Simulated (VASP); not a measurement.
An input for Ansatz (written as the equivalent of a VASP run, and not itself run):

Ansatz 0.2 input:
```yaml
crystal:
  lattice:
    - [3.3738207, -5.8291085, 0.0053501]
    - [3.3738207, 5.8291085, 0.0053501]
    - [-2.0487271, 0.0000000, 6.5878091]
  atoms:
    - { symbol: Rh, position: [0.8330179, 0.1669821, 1.0000000] }
    - { symbol: Rh, position: [0.1669821, 0.8330179, 1.0000000] }
    - { symbol: I, position: [0.9204777, 0.5679870, 0.2259596] }
    - { symbol: I, position: [0.0795223, 0.4320130, 0.7740404] }
    - { symbol: I, position: [0.4320130, 0.0795223, 0.7740404] }
    - { symbol: I, position: [0.5679870, 0.9204777, 0.2259596] }
    - { symbol: I, position: [0.2164747, 0.2164747, 0.2258827] }
    - { symbol: I, position: [0.7835253, 0.7835253, 0.7741173] }
kpoints:
  mp_grid: { grid: [4, 4, 3] }
hamiltonian:
  xc: r2scan
  pseudopotentials: { kind: paw }
scf:
  occupations: { method: gaussian, width: 0.05 }
  max_iter: 100
relax:
  max_steps: 60
  f_tol: 0.02
  cell: {}
output: { forces: true, stress: true, eigenvalues: true }
```

Problem. Write the VASP files for the same calculation (r2SCAN).

Solution. This is not unique; one that fits is 
INCAR:
```
SYSTEM = RhI3
PREC = Accurate
ENCUT = 400
EDIFF = 1E-6
NELM = 100
ALGO = Normal
LREAL = .FALSE.
LASPH = .TRUE.
ISMEAR = 0
SIGMA = 0.05
METAGGA = R2SCAN
LMIXTAU = .TRUE.
LMAXMIX = 4
LWAVE = .FALSE.
LCHARG = .FALSE.
IBRION = 2
ISIF = 3
NSW = 60
EDIFFG = -0.02
```

KPOINTS:
```
Automatic mesh
0
Gamma
4 4 3
0 0 0
```

POSCAR:
```
RhI3
1.0
  3.3738207258  -5.8291084946   0.0053501192
  3.3738207258   5.8291084946   0.0053501192
 -2.0487270522   0.0000000000   6.5878090768
Rh I
2 6
Direct
  0.8330178928   0.1669821072   1.0000000000
  0.1669821072   0.8330178928   1.0000000000
  0.9204777262   0.5679870064   0.2259596250
  0.0795222738   0.4320129936   0.7740403750
  0.4320129936   0.0795222738   0.7740403750
  0.5679870064   0.9204777262   0.2259596250
  0.2164746932   0.2164746932   0.2258826737
  0.7835253068   0.7835253068   0.7741173263
```

POTCAR, in this order: Rh_pv I (PBE.64 set). Program: vasp_std.

What does not carry over: each code has its own PAW files, so the cut-off isn't converted (ENCUT is set for VASP's; basis.ecutwfc is left out, and Ansatz then takes the one that its files recommend); Ansatz stops its SCF on the density residual and VASP on the energy change (EDIFF).

The structure comes from a computed database's RhI3 entry (C2/m); how it stands against other phases isn't given here. This run relaxes it. Symmetry was kept, so distortions that lower it aren't found. The start is the result of an earlier pass.
